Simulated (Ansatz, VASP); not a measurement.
Hf2SnS2: VASP beside Ansatz

The input INCAR:

```
SYSTEM = Hf2SnS2
PREC = Accurate
ENCUT = 600
EDIFF = 1E-6
ISMEAR = 0
SIGMA = 0.1
LREAL = .False.
LASPH = .True.
NELM = 100
ALGO = Normal
ISIF = 3
LWAVE = .False.
LCHARG = .False.
GGA = PE
IBRION = 2
NSW = 100
EDIFFG = -0.01
```

Contents of KPOINTS:

```
regular mesh
0
Gamma
  12 12 6
  0 0 0
```

Contents of POSCAR:

```
Hf2SnS2
1.0
    4.1314702593      0.0000000000      0.0000000000
   -2.0657351297      3.5779581996      0.0000000000
    0.0000000000      0.0000000000      7.4258174554
Hf Sn S
2 1 2
Direct
    0.3333333333      0.6666666667      0.7485256053
    0.6666666667      0.3333333333      0.2514743947
    0.0000000000      0.0000000000      0.0000000000
    0.3333333333      0.6666666667      0.3768341386
    0.6666666667      0.3333333333      0.6231658614
```

Input for Ansatz:

```yaml
crystal:
  lattice:
    - [4.1314702593, 0.0, 0.0]
    - [-2.0657351297, 3.5779581996, 0.0]
    - [0.0, 0.0, 7.4258174554]
  atoms:
    - { symbol: Hf, position: [0.3333333333, 0.6666666667, 0.7485256053] }
    - { symbol: Hf, position: [0.6666666667, 0.3333333333, 0.2514743947] }
    - { symbol: Sn, position: [0.0, 0.0, 0.0] }
    - { symbol: S, position: [0.3333333333, 0.6666666667, 0.3768341386] }
    - { symbol: S, position: [0.6666666667, 0.3333333333, 0.6231658614] }
basis:
  ecutwfc: 420
kpoints:
  mp_grid: { grid: [12, 12, 6] }
hamiltonian:
  xc: pbe
scf:
  occupations: { method: gaussian, width: 0.1 }
output:
  forces: true
  stress: true
  eigenvalues: true
relax:
  adjacent_minimum: "off"
  f_tol: 0.01
  max_steps: 80
  cell: { stress_tol: 0.05 }
```

Change from the starting cell: species swapped into the CaCd2As2 type (P-3m1, No. 164).

Alike in both runs: task relaxation of cell and atoms; functional PBE; k mesh 12 × 12 × 6; occupations gaussian, width 0.1 eV; no spin polarisation.

|  | VASP | Ansatz |
| --- | --- | --- |
| version | VASP 6.6.1 | Ansatz 0.2.0 |
| potentials or method | VASP PAW PBE potentials, release 64 (Hf_pv, Sn_d, S) | scalar-relativistic, plane waves, PAW |
| plane-wave cutoff (eV) | 600 | 420 |
| valence electrons in the cell | 46 | 78 |

|  | VASP | Ansatz | Ansatz less VASP |
| --- | --- | --- | --- |
| gap on the k mesh at the Fermi level, each at its own relaxed structure (eV) | none | none | - |
| relaxed volume (Å³/atom) | 21.81 | 21.92 | +0.106 |
| relaxed cell length with the largest relative difference (Å) | 7.411 | 7.430 | +0.0186 |

A gap of «none» marks a metal or a gap that the smearing closes. The two sets of potentials don't hold the same shells in valence.

Spin-orbit coupling is left out, which matters for the levels of Hf.
